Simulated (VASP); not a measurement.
Input:

```
CeMnGe
1.0
    4.13332     0.00000     0.00000
    0.00000     4.13332     0.00000
    0.00000     0.00000     6.50470
Ce Mn Ge
2 2 2
Direct
  0.00000   0.50000   0.30185
  0.50000   0.00000   0.69815
  0.00000   0.00000   0.00000
  0.50000   0.50000   0.00000
  0.00000   0.50000   0.80143
  0.50000   0.00000   0.19857
```

These are PBEsol GGA, VASP's PBE PAW potentials (set 64) (plane waves; VASP 6.6.1) values and carry that method's errors. Numerical set-up: 400 eV cut-off, Gaussian smearing of 0.050 eV, potentials Ce Mn_pv Ge_d.

The run has a spin-polarised start.

Task: Give the spin-up energies of bands 33 to 46 at the high-symmetry points, in eV from the Fermi level.

Result: 
```tsv
band	Γ	X	M	Z	R	A
33	-1.72	-1.51	-1.30	-1.86	-1.45	-1.35
34	-1.72	-1.51	-1.30	-1.86	-1.45	-1.35
35	-0.61	-1.51	-0.84	-0.99	-1.16	-0.71
36	-0.61	-1.51	-0.84	-0.44	-1.16	-0.71
37	-0.41	-1.06	-0.61	-0.44	-0.79	-0.61
38	-0.23	-1.06	-0.61	-0.42	-0.79	-0.61
39	0.18	-0.34	-0.25	-0.31	0.03	-0.36
40	0.19	-0.34	-0.25	0.24	0.03	-0.36
41	0.19	0.38	0.22	0.24	0.27	0.43
42	0.23	0.38	0.22	0.51	0.27	0.43
43	0.23	0.41	0.59	0.53	0.35	0.53
44	0.61	0.41	0.59	0.54	0.35	0.53
45	0.62	0.63	0.65	0.62	0.63	0.64
46	0.63	0.63	0.65	0.62	0.64	0.65
```

Task: Give the spin-down energies of bands 33 to 46 at the high-symmetry points, in eV from the Fermi level.

Result: 
| band | Γ | X | M | Z | R | A |
|---|---|---|---|---|---|---|
| 33 | -1.56 | -1.10 | -0.82 | -1.74 | -0.99 | -0.89 |
| 34 | -1.56 | -1.10 | -0.82 | -1.65 | -0.99 | -0.89 |
| 35 | -0.29 | -1.01 | -0.54 | -0.94 | -0.48 | -0.30 |
| 36 | -0.29 | -1.01 | -0.54 | -0.15 | -0.48 | -0.30 |
| 37 | -0.07 | -0.47 | -0.07 | -0.06 | -0.28 | -0.17 |
| 38 | 0.01 | -0.47 | -0.07 | -0.06 | -0.28 | -0.17 |
| 39 | 0.17 | -0.03 | 0.16 | 0.22 | 0.15 | -0.06 |
| 40 | 0.20 | -0.03 | 0.16 | 0.22 | 0.15 | -0.06 |
| 41 | 0.20 | 0.33 | 0.21 | 0.26 | 0.28 | 0.44 |
| 42 | 0.25 | 0.33 | 0.21 | 0.45 | 0.28 | 0.44 |
| 43 | 0.53 | 0.38 | 0.51 | 0.51 | 0.35 | 0.47 |
| 44 | 0.53 | 0.38 | 0.51 | 0.52 | 0.35 | 0.47 |
| 45 | 0.54 | 0.58 | 0.58 | 0.52 | 0.59 | 0.57 |
| 46 | 0.60 | 0.58 | 0.58 | 0.73 | 0.59 | 0.57 |

It has no gap at this level: it comes out as a metal or semimetal.

The structure comes from a computed database's CeMnGe entry (P4/nmm); how it stands against other phases isn't given here. It was relaxed first, which changed the volume by -7 %.
